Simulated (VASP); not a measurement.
Calculation: PBEsol GGA, VASP's PBE PAW potentials (set 64) (plane waves; VASP).

The input files of a VASP run:

File KPOINTS:
```
Automatic mesh
0
Gamma
20 20 20
0 0 0
```

POSCAR:
```
Fe
1
   -1.3927678589     1.3927678589     1.3927678589
    1.3927678589    -1.3927678589     1.3927678589
    1.3927678589     1.3927678589    -1.3927678589
Fe
1
Direct
  0.0000000000   0.0000000000   0.0000000000
```

INCAR:
```
LWAVE=.FALSE.
LREAL=.FALSE.   ! projection in real space or not
MAGMOM=2.5
EDIFFG=-0.03   ! ionic stop
LORBIT=10
NELM=100
LASPH=.TRUE.   ! aspherical one-centre terms
ENCUT=400
PREC=Normal
LCHARG=.FALSE.
EDIFF=1E-5   ! SCF stop (eV)
ALGO=Fast
SIGMA=0.1
LMAXMIX=4   ! l cut-off of mixed one-centre charges
ISPIN=2   ! spin-polarised
NELMIN=4
NSW=20   ! most ionic steps
GGA=PS   ! PBEsol
ISMEAR=1   ! Methfessel-Paxton
SYSTEM=Fe
ISIF=2   ! forces and stress, cell fixed
IBRION=2   ! conjugate gradients
```

POTCAR, in this order: Fe (PBE.64 set). Program: vasp_std.

Output of the run:

File OSZICAR:
```
       N       E                     dE             d eps       ncg     rms          rms(c)
DAV:   1     0.107134504098E+02    0.10713E+02   -0.35624E+03  9864   0.903E+02
DAV:   2    -0.986247107552E+01   -0.20576E+02   -0.19246E+02  9265   0.116E+02
DAV:   3    -0.100917943180E+02   -0.22932E+00   -0.22899E+00 10315   0.166E+01
DAV:   4    -0.100927915551E+02   -0.99724E-03   -0.99717E-03 10114   0.102E+00
DAV:   5    -0.100928008604E+02   -0.93053E-05   -0.93043E-05  9895   0.894E-02    0.126E+01
RMM:   6    -0.897122677683E+01    0.11216E+01   -0.40843E+00  9216   0.339E+01    0.541E+00
RMM:   7    -0.894066485930E+01    0.30562E-01   -0.26118E-01  9216   0.971E+00    0.369E+00
RMM:   8    -0.892892334585E+01    0.11742E-01   -0.27307E-02  9216   0.140E+00    0.133E+00
RMM:   9    -0.892064825446E+01    0.82751E-02   -0.28704E-03  9216   0.741E-01    0.270E-01
RMM:  10    -0.892029215555E+01    0.35610E-03   -0.41222E-04  9223   0.306E-01    0.543E-02
RMM:  11    -0.892032976060E+01   -0.37605E-04   -0.70452E-05  9129   0.110E-01    0.323E-02
RMM:  12    -0.892033472349E+01   -0.49629E-05   -0.13514E-05  6267   0.447E-02
   1 F= -.89203347E+01 E0= -.89205476E+01  d E =-.892033E+01  mag=     2.0826
```

### OUTCAR
```
------------------------ aborting loop because EDIFF is reached ----------------------------------------
  FORCE on cell =-STRESS in cart. coord.  units (eV):
  Direction    XX          YY          ZZ          XY          YZ          ZX
  --------------------------------------------------------------------------------------
  Total       -0.0427756     -0.0427756     -0.0427756     -0.0000000      0.0000000     -0.0000000
  in kB       -6.3417655     -6.3417655     -6.3417655     -0.0000000      0.0000000     -0.0000000
  external PRESSURE =      -6.3417655 kB  Pullay stress =       0.0000000 kB
  volume of cell :       10.81
      direct lattice vectors                 reciprocal lattice vectors
    -1.392767859  1.392767859  1.392767859     0.000000000  0.358997371  0.358997371
     1.392767859 -1.392767859  1.392767859     0.358997371  0.000000000  0.358997371
     1.392767859  1.392767859 -1.392767859     0.358997371  0.358997371  0.000000000
 POSITION                                       TOTAL-FORCE (eV/Angst)
 -----------------------------------------------------------------------------------
      0.00000      0.00000      0.00000         0.000000     -0.000000      0.000000
 -----------------------------------------------------------------------------------
    total drift:                               -0.000000     -0.000000      0.000000
  FREE ENERGIE OF THE ION-ELECTRON SYSTEM (eV)
  ---------------------------------------------------
  free  energy   TOTEN  =        -8.9203347235 eV

  energy  without entropy=       -8.9209734569  energy(sigma->0) =       -8.92054763

 total charge

# of ion       s       p       d       tot
------------------------------------------
    1        0.512   0.593   6.275   7.380

 magnetization (x)

# of ion       s       p       d       tot
------------------------------------------
    1       -0.012  -0.049   2.125   2.064

 reached required accuracy - stopping structural energy minimisation
```
(Selected blocks of OUTCAR.)

The compound is Fe in the bcc structure. It was relaxed first, which changed the volume by -9 %.
